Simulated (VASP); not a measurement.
```yaml
crystal:
  lattice:
    - [1.60308, -2.77661, 0.00000]
    - [1.60308, 2.77661, 0.00000]
    - [0.00000, 0.00000, 5.21768]
  atoms:
    - { symbol: Ga, position: [0.66667, 0.33333, 0.50005] }
    - { symbol: Ga, position: [0.33333, 0.66667, 0.00005] }
    - { symbol: N, position: [0.66667, 0.33333, 0.87695] }
    - { symbol: N, position: [0.33333, 0.66667, 0.37695] }
```

These are TPSS meta-GGA, VASP's PBE PAW potentials (set 64) (plane waves; VASP 6.6.1) values and carry that method's errors. Run with 520 eV cut-off, 7×7×4 Γ-centred mesh, Gaussian smearing of 0.050 eV, potentials Ga_d N.

Problem. Predict the energy per atom (σ→0).

Solution. 
```json
{
 "energy per atom (σ→0)": "-11.012 eV/atom"
}
```

Only differences to runs with the same potentials and settings are physical.

The compound is GaN in the wurtzite structure. It was relaxed first. The start is the result of an earlier pass.
